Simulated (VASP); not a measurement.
A convergence study with VASP on NaH (rock salt): a few settings are varied, all else stays as given below, so the limit is that of these other settings.

```yaml
crystal:
  lattice:
    - [0.00000, 2.44000, 2.44000]
    - [2.44000, 0.00000, 2.44000]
    - [2.44000, 2.44000, 0.00000]
  atoms:
    - { symbol: Na, position: [0.00000, 0.00000, 0.00000] }
    - { symbol: H, position: [0.50000, 0.50000, 0.50000] }
```

The numbers are results of HSE06 screened hybrid, VASP's PBE PAW potentials (set 64) (plane waves; VASP), not measurements. The last row used: 520 eV cut-off, 4×4×4 Γ-centred mesh, Gaussian smearing of 0.050 eV, potentials Na_pv H.

Gaps are read on the run's mesh, which can miss a band edge.

| setting | E (eV/atom) | pressure (GPa) | gap on the mesh (eV) | electronic steps |
|---|---|---|---|---|
| ENCUT = 300, PRECFOCK = Fast | -2.8813 | -1.68 | 4.753 | 19 |
| ENCUT = 400, PRECFOCK = Fast | -2.8845 | -1.46 | 4.757 | 19 |
| ENCUT = 520, PRECFOCK = Fast | -2.8856 | -1.00 | 4.763 | 19 |
| ENCUT = 300, PRECFOCK = Normal | -2.8818 | -1.66 | 4.753 | 19 |
| ENCUT = 400, PRECFOCK = Normal | -2.8845 | -1.46 | 4.757 | 19 |
| ENCUT = 520, PRECFOCK = Normal | -2.8854 | -1.01 | 4.763 | 19 |
| ENCUT = 300, PRECFOCK = Accurate | -2.8818 | -1.66 | 4.753 | 19 |
| ENCUT = 400, PRECFOCK = Accurate | -2.8845 | -1.46 | 4.757 | 19 |
| ENCUT = 520, PRECFOCK = Accurate | -2.8854 | -1.01 | 4.763 | 19 |

Left out are rungs that failed or repeat a setting and relaxations that didn't move; long series are thinned to 24 rows.

The compound is NaH in the rock salt structure. The cell was not relaxed at this level.
